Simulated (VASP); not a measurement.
# A VASP study of Fe (LDA): structure first, properties next, part 4 of 4

What structure and properties does LDA give Fe, and how near are they to the measured ones? The start is a cell from a database of measured crystal structures.

VASP 6.6.1; LDA, spin-polarised from a ferromagnetic start (one magnetic atom a cell); plane waves and PAW (Fe).

Still holding for the runs below: The cell holds one magnetic atom, so no antiferromagnetic order fits into it.

So far, moment of the cell, from the last line of the log (μB): step 2 (full relaxation (LDA)) 1.99; step 3 (second relaxation) 1.99; step 4 (single point with fields (LDA)) 1.99; step 6 (total and projected DOS (LDA)) 1.97. The relaxed cell has a = 2.747 Å (conventional setting).

The database entry behind the starting cell differs from later determinations by our own check (an axis about 0.7 % long against later determinations), so it need not match the best structure at ambient conditions.

## (7) Core levels (LDA)

ICORELEVEL = 1 prints the core eigenvalues in the potential of the ground state.

File INCAR:

```
SYSTEM = Fe
PREC = Accurate
ENCUT = 400
EDIFF = 1E-06
NELM = 100
ISMEAR = 1
SIGMA = 0.2
LREAL = .FALSE.
ALGO = Normal
GGA = CA
NBANDS = 10
ISPIN = 2
MAGMOM = 1.954
LMAXMIX = 4
LORBIT = 11
LWAVE = .FALSE.
LCHARG = .FALSE.
KPAR = 2
ICORELEVEL = 1
```

File POSCAR:

```
Fe
1.0
   -1.3735385487      1.3735385487      1.3735385487
    1.3735385487     -1.3735385487      1.3735385487
    1.3735385487      1.3735385487     -1.3735385487
Fe
1
Direct
    0.0000000000      0.0000000000      0.0000000000
```

File KPOINTS:

```
Automatic mesh
0
Gamma
13 13 13
0 0 0
```

PAW data sets: Fe (LDA family, release 64).

Started as:

```
> mpirun -np 2 vasp_std
```

The log of the run:

```text
[... set-up lines as in an earlier step ...]
 entering main loop
       N       E                     dE             d eps       ncg     rms          rms(c)
DAV:   1     0.115831607566E+02    0.11583E+02   -0.34950E+03  3666   0.835E+02
DAV:   2    -0.100923330099E+02   -0.21675E+02   -0.20255E+02  3418   0.119E+02
DAV:   3    -0.104344012308E+02   -0.34207E+00   -0.33910E+00  3728   0.190E+01
DAV:   4    -0.104359576146E+02   -0.15564E-02   -0.15562E-02  3648   0.116E+00
DAV:   5    -0.104359709354E+02   -0.13321E-04   -0.13321E-04  3678   0.104E-01    0.127E+01
DAV:   6    -0.930761934887E+01    0.11284E+01   -0.10837E+01  3630   0.538E+01    0.469E+00
DAV:   7    -0.924605463197E+01    0.61565E-01   -0.54818E-01  3690   0.120E+01    0.300E+00
DAV:   8    -0.923609767440E+01    0.99570E-02   -0.50719E-03  4240   0.574E-01    0.147E+00
DAV:   9    -0.922683786104E+01    0.92598E-02   -0.69409E-03  4394   0.742E-01    0.433E-01
DAV:  10    -0.922716297696E+01   -0.32512E-03   -0.42137E-04  3984   0.284E-01    0.121E-01
DAV:  11    -0.922717967757E+01   -0.16701E-04   -0.18038E-04  3768   0.131E-01    0.277E-02
DAV:  12    -0.922718208059E+01   -0.24030E-05   -0.44740E-06  2176   0.320E-02    0.209E-02
DAV:  13    -0.922718286411E+01   -0.78352E-06   -0.96463E-07  1874   0.151E-02
   1 F= -.92271829E+01 E0= -.92272448E+01  d E =0.185816E-03  mag=     1.9874
```

Run time: 13 s. Hardware: 2 MPI ranks of AMD EPYC 7R43, shared host; peak memory 0.16 GiB; 23 s of CPU time.

OUTCAR, selected parts (step 7):

```text
   NELECT =       8.0000    total number of electrons

 the core state eigenenergies are
   1-  1s  -6950.8419  2s   -802.7216  2p   -683.6569  3s    -79.2469  3p    -45.8572

 E-fermi :   6.8143

 spin component 1
 k-point     1 :       0.0000    0.0000    0.0000
  band No.  band energies     occupation
    ...
      2       4.2323      1.00000
      3       4.2323      1.00000
      4       4.2323      1.00000
      5       5.7961      1.00000
      6       5.7961      1.00000
      7      32.4605      0.00000
      8      32.4605      0.00000
      9      32.4605      0.00000
     10      38.2328      0.00000

 k-point     2 :       0.0769    0.0000    0.0000
  band No.  band energies     occupation
    ...
      2       4.1538      1.00000
      3       4.2242      1.00000
      4       4.3849      1.00000
      5       5.7180      1.00000
      6       5.8029      1.00000
      7      31.0273      0.00000
      8      32.1270      0.00000
      9      32.3569      0.00000
     10      37.5112      0.00000

  Total        0.0115024      0.0115024      0.0115024      0.0000000      0.0000000     -0.0000000
  in kB        1.7779304      1.7779304      1.7779304      0.0000000      0.0000000     -0.0000000
  external PRESSURE =       1.7779304 kB  Pullay stress =       0.0000000 kB

 POSITION                                       TOTAL-FORCE (eV/Angst)
 -----------------------------------------------------------------------------------
      0.00000      0.00000      0.00000        -0.000000      0.000000      0.000000
 -----------------------------------------------------------------------------------
    total drift:                                0.000000     -0.000000     -0.000000

  FREE ENERGIE OF THE ION-ELECTRON SYSTEM (eV)
  ---------------------------------------------------
  free  energy   TOTEN  =        -9.2271828641 eV

  energy  without entropy=       -9.2273686798  energy(sigma->0) =       -9.22724480

[... 10 parts as in an earlier step ...]

[... 12 further parts left out ...]
```

These are scalar-relativistic Kohn-Sham levels of the ground state, with no core hole, so they are not binding energies.

This step gave:

```
bands                                             : 10
irreducible k-points                              : 84
free energy (TOTEN)                               : -9.227 eV
Fermi energy                                      : 6.814 eV
pressure                                          : 0.1778 GPa
moment of the cell, from the last line of the log : 1.987 μB
```

Kohn-Sham core levels. Core levels, by row:

| atom | shell | level below the Fermi level (eV) |
| --- | --- | --- |
| Fe1 | 1s | 6958 |
| Fe1 | 2s | 809.5 |
| Fe1 | 2p | 690.5 |
| Fe1 | 3s | 86.06 |
| Fe1 | 3p | 52.67 |

## (8) Independent-particle dielectric function (LDA)

LOPTICS sums transitions from filled to empty bands. The mesh is finer than in the run before. NBANDS is raised for it.

Changes to INCAR since step 7:

```diff
@@ -10,3 +10,3 @@
 GGA = CA
-NBANDS = 10
+NBANDS = 12
 ISPIN = 2
@@ -18,2 +18,4 @@
 KPAR = 2
-ICORELEVEL = 1
+LOPTICS = .TRUE.
+NEDOS = 1500
+CSHIFT = 0.1
```

POSCAR is that of step 7.

File KPOINTS:

```
Automatic mesh
0
Gamma
20 20 20
0 0 0
```

Started as:

```
> mpirun -np 2 vasp_std
```

The log of the run:

```text
[... set-up lines as in an earlier step ...]
 entering main loop
       N       E                     dE             d eps       ncg     rms          rms(c)
DAV:   1     0.147146774373E+02    0.14715E+02   -0.33432E+03 13748   0.689E+02
DAV:   2    -0.986354288562E+01   -0.24578E+02   -0.22881E+02 12812   0.121E+02
DAV:   3    -0.104338634280E+02   -0.57032E+00   -0.56374E+00 14196   0.209E+01
DAV:   4    -0.104359302460E+02   -0.20668E-02   -0.20666E-02 13748   0.111E+00
DAV:   5    -0.104359435408E+02   -0.13295E-04   -0.13295E-04 14260   0.917E-02    0.127E+01
DAV:   6    -0.930223411771E+01    0.11337E+01   -0.98427E+00 14024   0.449E+01    0.475E+00
DAV:   7    -0.924446122023E+01    0.57773E-01   -0.51264E-01 14364   0.102E+01    0.302E+00
DAV:   8    -0.923506551265E+01    0.93957E-02   -0.49830E-03 15432   0.505E-01    0.144E+00
DAV:   9    -0.922557501583E+01    0.94905E-02   -0.60288E-03 16500   0.560E-01    0.428E-01
DAV:  10    -0.922573957034E+01   -0.16455E-03   -0.11019E-03 15860   0.374E-01    0.191E-01
DAV:  11    -0.922579705014E+01   -0.57480E-04   -0.96303E-05 14368   0.151E-01    0.318E-02
DAV:  12    -0.922580250725E+01   -0.54571E-05   -0.73946E-06 12160   0.351E-02    0.116E-02
DAV:  13    -0.922580313092E+01   -0.62366E-06   -0.10222E-06 10384   0.117E-02
   1 F= -.92258031E+01 E0= -.92261872E+01  d E =0.115224E-02  mag=     1.9765
 optical routines
 imaginary and real dielectric function
 recalculating local potential from charge density
 direction            1
 direction            2
 direction            3
```

The job ended after 38 s (2 MPI ranks; peak memory 0.3 GiB).

From OUTCAR (step 8):

```text
   k-points           NKPTS =    256   k-points in BZ     NKDIM =    256   number of bands    NBANDS=     12

   NELECT =       8.0000    total number of electrons

 E-fermi :   6.7450

 spin component 1
 k-point     1 :       0.0000    0.0000    0.0000
  band No.  band energies     occupation
    ...
      2       4.2348      1.00000
      3       4.2348      1.00000
      4       4.2348      1.00000
      5       5.7936      1.00000
      6       5.7936      1.00000
      7      32.4590      0.00000
      8      32.4590      0.00000
      9      32.4590      0.00000
     10      38.2293      0.00000
     11      38.2293      0.00000
    ...

 k-point     2 :       0.0500    0.0000    0.0000
  band No.  band energies     occupation
    ...
      2       4.2014      1.00000
      3       4.2325      1.00000
      4       4.2999      1.00000
      5       5.7587      1.00000
      6       5.7966      1.00000
      7      31.8026      0.00000
      8      32.3284      0.00000
      9      32.4133      0.00000
     10      37.8151      0.00000
     11      38.6539      0.00000
    ...

  Total       -0.0103367     -0.0103367     -0.0103367     -0.0000000      0.0000000     -0.0000000
  in kB       -1.5977480     -1.5977480     -1.5977480     -0.0000000      0.0000000     -0.0000000
  external PRESSURE =      -1.5977480 kB  Pullay stress =       0.0000000 kB

 POSITION                                       TOTAL-FORCE (eV/Angst)
 -----------------------------------------------------------------------------------
      0.00000      0.00000      0.00000         0.000000     -0.000000     -0.000000
 -----------------------------------------------------------------------------------
    total drift:                                0.000000      0.000000      0.000000

  FREE ENERGIE OF THE ION-ELECTRON SYSTEM (eV)
  ---------------------------------------------------
  free  energy   TOTEN  =        -9.2258031309 eV

  energy  without entropy=       -9.2269553751  energy(sigma->0) =       -9.22618721

 plasma frequency squared (from intraband transitions) (eV^2)
  --------------------------------------------------------------------------------------
      51.059       0.000       0.000
      -0.000      51.059       0.000
      -0.000       0.000      51.059

 magnetization (x)
# of ion       s       p       d       tot
------------------------------------------
    1       -0.009  -0.033   1.984   1.943

[... 7 parts as in an earlier step ...]

[... 14 further parts left out ...]
```

These are independent-particle spectra without excitons or local fields. Fine structure and low peaks depend on the mesh and on CSHIFT. The intraband (Drude) part is not in this spectrum.

This step gave:

| Item | Value |
| --- | --- |
| bands | 12 |
| irreducible k-points | 256 |
| free energy (TOTEN) | -9.226 eV |
| energy at zero smearing | -9.226 eV |
| Fermi energy | 6.745 eV |
| pressure | -0.1598 GPa |
| moment of the cell, from the last line of the log | 1.976 μB |

Imaginary dielectric function, xx against photon energy; read off at these points:

photon energy (eV), imaginary dielectric function, xx and a bar:
```
      0.0        0.0 
      0.4       40.2 ##############################
      1.0       39.1 #############################
      2.0       28.6 #####################
      3.0       24.7 ##################
      4.0       11.3 ########
      5.0        4.7 ####
      6.0        4.4 ###
      7.0        5.3 ####
      8.0        2.5 ##
      9.0        1.7 #
     10.0        2.4 ##
     11.0        2.8 ##
     12.0        2.2 ##
     13.0        1.9 #
     14.0        2.0 ##
     15.0        1.6 #
     16.0        1.6 #
     17.0        1.4 #
     18.0        1.2 #
     19.0        1.3 #
     20.0        1.4 #
     21.0        1.5 #
     22.0        1.5 #
     23.0        1.2 #
     24.0        1.0 #
```

Table of real dielectric function, xx by photon energy:

| photon energy (eV) | real dielectric function, xx |
| --- | --- |
| 0 | 90.0 |
| 1 | 25.3 |
| 2 | 8.87 |
| 3 | -1.23 |
| 4 | -8.94 |
| 5 | -4.19 |
| 6 | -2.20 |
| 7 | -2.63 |
| 8 | -1.68 |
| 9 | -0.397 |
| 10 | 0.575 |
| 11 | 0.556 |
| 12 | -0.0298 |
| 13 | 0.351 |
| 14 | 0.399 |
| 15 | 0.205 |
| 16 | 0.0705 |
| 17 | 0.0163 |
| 18 | 0.222 |
| 19 | 0.427 |
| 20 | 0.347 |
| 21 | 0.237 |
| 22 | 0.0265 |
| 23 | -0.0364 |
| 24 | -0.00122 |

## (9) Field gradients at the nuclei (LDA)

Field gradients probe how far the charge around each nucleus departs from cubic symmetry; LASPH keeps the non-spherical terms inside the spheres.

File INCAR:

```
SYSTEM = Fe
PREC = Accurate
ENCUT = 400
EDIFF = 1E-07
NELM = 100
ISMEAR = 1
SIGMA = 0.2
LREAL = .FALSE.
ALGO = Normal
GGA = CA
NBANDS = 10
ISPIN = 2
MAGMOM = 1.954
LMAXMIX = 4
LORBIT = 11
LWAVE = .FALSE.
LCHARG = .FALSE.
KPAR = 2
LEFG = .TRUE.
LASPH = .TRUE.
```

POSCAR is that of step 8.

File KPOINTS:

```
Automatic mesh
0
Gamma
13 13 13
0 0 0
```

Started as:

```
> mpirun -np 2 vasp_std
```

The log of the run:

```text
[... set-up lines as in an earlier step ...]
 entering main loop
       N       E                     dE             d eps       ncg     rms          rms(c)
DAV:   1     0.115831607568E+02    0.11583E+02   -0.34950E+03  3666   0.835E+02
DAV:   2    -0.100923330096E+02   -0.21675E+02   -0.20255E+02  3418   0.119E+02
[... 1 cycle as in an earlier step ...]
DAV:   4    -0.104359576133E+02   -0.15564E-02   -0.15562E-02  3648   0.116E+00
DAV:   5    -0.104359709354E+02   -0.13322E-04   -0.13321E-04  3678   0.104E-01    0.127E+01
DAV:   6    -0.930764741847E+01    0.11283E+01   -0.10838E+01  3630   0.538E+01    0.469E+00
DAV:   7    -0.924605623547E+01    0.61591E-01   -0.54836E-01  3690   0.120E+01    0.300E+00
DAV:   8    -0.923609383130E+01    0.99624E-02   -0.50744E-03  4240   0.574E-01    0.147E+00
DAV:   9    -0.922683452710E+01    0.92593E-02   -0.69371E-03  4394   0.742E-01    0.433E-01
DAV:  10    -0.922715985426E+01   -0.32533E-03   -0.42259E-04  3970   0.284E-01    0.121E-01
DAV:  11    -0.922717640896E+01   -0.16555E-04   -0.18025E-04  3790   0.131E-01    0.276E-02
DAV:  12    -0.922717882238E+01   -0.24134E-05   -0.46457E-06  4342   0.321E-02    0.208E-02
DAV:  13    -0.922717960805E+01   -0.78567E-06   -0.87758E-07  3670   0.152E-02    0.177E-02
DAV:  14    -0.922717954493E+01    0.63122E-07   -0.11861E-06  2888   0.142E-02    0.841E-04
DAV:  15    -0.922717963398E+01   -0.89055E-07   -0.17992E-08  1744   0.136E-03
ion   1
     0.0000000    -0.0000000    -0.0000000     0.0000000    -0.0000000    -0.0000000
     0.0000445    -0.0000000    -0.0000000     0.0000000    -0.0000000    -0.0000000
     0.0000605    -0.0000000    -0.0000000     0.0000000    -0.0000000    -0.0000000
     0.0000823    -0.0000000    -0.0000000     0.0000000    -0.0000000    -0.0000000
     0.0001120    -0.0000000    -0.0000000     0.0000000    -0.0000000    -0.0000000

     0.0000000    -0.0000000    -0.0000000     0.0000000    -0.0000000    -0.0000000
     0.0000445    -0.0000000    -0.0000000     0.0000000    -0.0000000    -0.0000000
     0.0000605    -0.0000000    -0.0000000     0.0000000    -0.0000000    -0.0000000
     0.0000823    -0.0000000    -0.0000000     0.0000000    -0.0000000    -0.0000000
     0.0001120    -0.0000000    -0.0000000     0.0000000    -0.0000000    -0.0000000

   1 F= -.92271796E+01 E0= -.92272353E+01  d E =0.166873E-03  mag=     1.9873
```

It took 13 s on 2 MPI ranks; peak memory 0.17 GiB; 24 s of CPU time.

OUTCAR, selected parts (step 9):

```text
   NELECT =       8.0000    total number of electrons

 E-fermi :   6.8151

 spin component 1
 k-point     1 :       0.0000    0.0000    0.0000
  band No.  band energies     occupation
    ...
      2       4.2334      1.00000
      3       4.2334      1.00000
      4       4.2334      1.00000
      5       5.7973      1.00000
      6       5.7973      1.00000
      7      32.4603      0.00000
      8      32.4603      0.00000
      9      32.4603      0.00000
     10      38.2328      0.00000

 k-point     2 :       0.0769    0.0000    0.0000
  band No.  band energies     occupation
    ...
      2       4.1549      1.00000
      3       4.2253      1.00000
      4       4.3860      1.00000
      5       5.7192      1.00000
      6       5.8041      1.00000
      7      31.0272      0.00000
      8      32.1268      0.00000
      9      32.3568      0.00000
     10      37.5113      0.00000

  Total        0.0002757      0.0002757      0.0002757      0.0000000     -0.0000000      0.0000000
  in kB        0.0426146      0.0426146      0.0426146      0.0000000     -0.0000000      0.0000000
  external PRESSURE =       0.0426146 kB  Pullay stress =       0.0000000 kB

  FREE ENERGIE OF THE ION-ELECTRON SYSTEM (eV)
  ---------------------------------------------------
  free  energy   TOTEN  =        -9.2271796340 eV

  energy  without entropy=       -9.2273465074  energy(sigma->0) =       -9.22723526

 Electric field gradients after diagonalization (V/A^2)
 (convention: |V_zz| > |V_xx| > |V_yy|)
----------------------------------------------------------------------
 ion       V_xx      V_yy      V_zz     asymmetry (V_yy - V_xx)/ V_zz
----------------------------------------------------------------------
   1      -0.002    -0.002     0.003       0.000
----------------------------------------------------------------------

[... 12 parts as in an earlier step ...]

[... 12 further parts left out ...]
```

This step gave:

* SCF cycles: 15
* bands: 10
* irreducible k-points: 84
* free energy (TOTEN): -9.227 eV
* energy at zero smearing: -9.227 eV
* Fermi energy: 6.815 eV
* pressure: 0.004261 GPa
* moment of the cell, from the last line of the log: 1.987 μB

Electric field gradients, by row:

| atom | Vxx (V/Å²) | Vyy (V/Å²) | Vzz (V/Å²) | asymmetry |
| --- | --- | --- | --- | --- |
| Fe1 | -0.002 | -0.002 | 0.003 | - |

All gradients vanish within the noise.

The run ends at a pressure of 0.00 GPa.

## (10) What came out

- relaxed volume: 10.37 Å³/atom
- relaxed conventional cell a, b, c: 2.747, 2.747, 2.747 Å
- space group after relaxing, within 0.02 Å: Im-3m (No. 229)
- moment of the cell (20×20×20 mesh): 1.97 μB
- largest site moment (20×20×20 mesh): 1.93 μB on Fe1
- band gap: none, a metal
- DOS at the Fermi level: 0.994 states/eV/cell
- shallowest level of the frozen cores: Fe1 3p, 52.7 eV deep
- largest field gradient Vzz: zero within the noise on all sites

**Reading.** With LDA, Fe relaxes to 10.37 Å³/atom in space group Im-3m, comes out as a metal and keeps moments of up to 1.93 μB (20×20×20 mesh). Against the listed cell the volume lies -13.8 %. That is more than most functionals err by: the functional, an added U, the listed cell, the magnetic state or a missing interaction may be at fault. Band structure (LDA), spin up: Of the bands kept, 4 cross the Fermi level on this path. Band structure (LDA), spin down: Of the bands kept, 3 cross the Fermi level on this path. Only the typed magnetic starts were tried, so the magnetic ground state may differ and with it the other results. No search among competing phases was made. All values are for a static lattice at zero temperature.

Computed beside measured:

| quantity | measured | LDA |
| --- | --- | --- |
| lattice constant a (Å) | 2.866 | 2.747 (-4.1 %) |

Measured values from pmc:2430951 (2008).

**Verdict.** The lattice constant a is off by -4.1 %: a clear miss. The grades are ours: good and fair within 0.7 and 1.5 % for the lattice constant a. For lattice constants the calculation has a static lattice, without zero-point motion or thermal expansion.

[Lines on the potential files, build, host, timing and source positions are cut from VASP's logs without a mark.]

[Logs are printed without paths, hosts, clocks, repeated set-up lines and the standing remarks that a program may print on its own settings, such as how far it seeks lower states.]

[Hosts, paths, dates, database ids (printed as entryN), source tags and the programs' standing remarks are cut or masked in the printed files.]

[A measured line is paired with the nearest computed mode of its activity, which favours agreement.]

[In band tables of VASP the shares of atoms and orbitals are scaled to a sum of 1 inside the atoms' spheres.]
